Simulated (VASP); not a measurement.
VASP ran on this input.

**KPOINTS**
```
Automatic mesh
0
Gamma
7 7 4
0 0 0
```

File POSCAR:
```
Te
1
    3.4271740000     0.0000000000     0.0000000000
   -1.7135870000     2.9680200000     0.0000000000
    0.0000000000     0.0000000000     5.5643390000
Te
2
Direct
  0.3333330000   0.6666670000   0.2500000000
  0.6666670000   0.3333330000   0.7500000000
```

### INCAR
```
SYSTEM = Te
PREC = Accurate
ENCUT = 400
EDIFF = 1E-6
NELM = 100
ALGO = Normal
LREAL = .FALSE.
LASPH = .TRUE.
ISMEAR = 0
SIGMA = 0.05
GGA = PE
LMAXMIX = 4
LWAVE = .FALSE.
LCHARG = .FALSE.
ISIF = 2
ISPIN = 2
MAGMOM = 1.0 1.0 1.0
```

POTCAR, in this order: Te (PBE.64 set). Program: vasp_std.

One choice in this input is risky. Which, and does it do harm here?

The risk: MAGMOM holds more values than there are atoms. Here it does no harm: the run (PBE GGA, plane waves, VASP's PBE PAW potentials (set 64)) converges to the same energy and pressure as with the safe setting.
File OSZICAR:
```
       N       E                     dE             d eps       ncg     rms          rms(c)
DAV:   1     0.409074101789E+02    0.40907E+02   -0.41139E+03  1056   0.729E+02
DAV:   2    -0.318312848412E+01   -0.44091E+02   -0.42492E+02  1589   0.118E+02
DAV:   3    -0.519272754048E+01   -0.20096E+01   -0.19805E+01  1296   0.287E+01
DAV:   4    -0.521806385015E+01   -0.25336E-01   -0.25301E-01  1227   0.392E+00
DAV:   5    -0.521850015527E+01   -0.43631E-03   -0.43630E-03  1230   0.524E-01    0.928E+00
DAV:   6    -0.541927304420E+01   -0.20077E+00   -0.43701E-02  1158   0.137E+00    0.572E+00
DAV:   7    -0.545625444217E+01   -0.36981E-01   -0.53326E-02  1122   0.131E+00    0.278E+00
DAV:   8    -0.545614284373E+01    0.11160E-03   -0.31249E-03  1218   0.439E-01    0.529E-01
DAV:   9    -0.546373245628E+01   -0.75896E-02   -0.25373E-03  1185   0.286E-01    0.184E-01
DAV:  10    -0.546440293257E+01   -0.67048E-03   -0.73904E-04  1101   0.183E-01    0.784E-02
DAV:  11    -0.546442652278E+01   -0.23590E-04   -0.56461E-05  1239   0.565E-02    0.460E-02
DAV:  12    -0.546442575173E+01    0.77105E-06   -0.13496E-05  1158   0.246E-02    0.764E-03
DAV:  13    -0.546442686209E+01   -0.11104E-05   -0.16961E-06   758   0.112E-02    0.567E-03
DAV:  14    -0.546442702138E+01   -0.15929E-06   -0.24852E-07   582   0.391E-03
   1 F= -.54644270E+01 E0= -.54629444E+01  d E =-.296523E-02  mag=    -0.0003
```

The structure was generated: Te was put into the hcp type (P6_3/mmc), which need not be its known phase. The cell was not relaxed at this level.
